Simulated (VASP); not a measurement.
Given:

```
AgTi2
1.0
    0.00000     3.96926     3.96926
    3.96926     0.00000     3.96926
    3.96926     3.96926     0.00000
Ti Ag
4 2
Direct
  0.12500   0.12500   0.12500
  0.62500   0.12500   0.12500
  0.12500   0.62500   0.12500
  0.12500   0.12500   0.62500
  0.75000   0.75000   0.75000
  0.50000   0.50000   0.50000
```

Calculation: PBE GGA, VASP's PBE PAW potentials (set 64) (plane waves; VASP 6.6.1). Numerical set-up: 300 eV cut-off, 5×5×5 Γ-centred mesh, Fermi-Dirac smearing of 0.10 eV, potentials Ti_sv Ag.

Problem. Give the energies of bands 28 to 41 at the high-symmetry points, in eV from the Fermi level.

Solution. 
```json
[
 {"band": "28", "Γ": "-2.62", "X": "-3.14", "U": "-2.88", "L": "-3.26", "W": "-2.80"},
 {"band": "29", "Γ": "-1.30", "X": "-1.32", "U": "-2.60", "L": "-1.76", "W": "-2.25"},
 {"band": "30", "Γ": "-1.30", "X": "-1.32", "U": "-1.12", "L": "-0.86", "W": "-2.25"},
 {"band": "31", "Γ": "-1.30", "X": "-1.15", "U": "-0.94", "L": "-0.59", "W": "-0.51"},
 {"band": "32", "Γ": "-0.77", "X": "-1.15", "U": "-0.72", "L": "-0.59", "W": "-0.51"},
 {"band": "33", "Γ": "-0.77", "X": "-0.14", "U": "-0.38", "L": "-0.32", "W": "-0.29"},
 {"band": "34", "Γ": "-0.77", "X": "-0.14", "U": "-0.21", "L": "-0.32", "W": "-0.29"},
 {"band": "35", "Γ": "-0.16", "X": "-0.09", "U": "0.05", "L": "-0.03", "W": "-0.08"},
 {"band": "36", "Γ": "-0.16", "X": "-0.09", "U": "0.11", "L": "0.07", "W": "-0.08"},
 {"band": "37", "Γ": "1.38", "X": "0.56", "U": "0.29", "L": "0.07", "W": "0.51"},
 {"band": "38", "Γ": "2.16", "X": "0.56", "U": "0.36", "L": "0.54", "W": "0.51"},
 {"band": "39", "Γ": "2.16", "X": "0.77", "U": "0.74", "L": "0.82", "W": "0.65"},
 {"band": "40", "Γ": "2.16", "X": "0.77", "U": "0.86", "L": "0.82", "W": "0.65"},
 {"band": "41", "Γ": "2.17", "X": "1.11", "U": "1.23", "L": "1.31", "W": "1.31"}
]
```

It has no gap at this level: it comes out as a metal or semimetal.

The structure was generated: Ti2Ag was put into an ordered model structure, which need not be its known phase. The cell was not relaxed at this level.
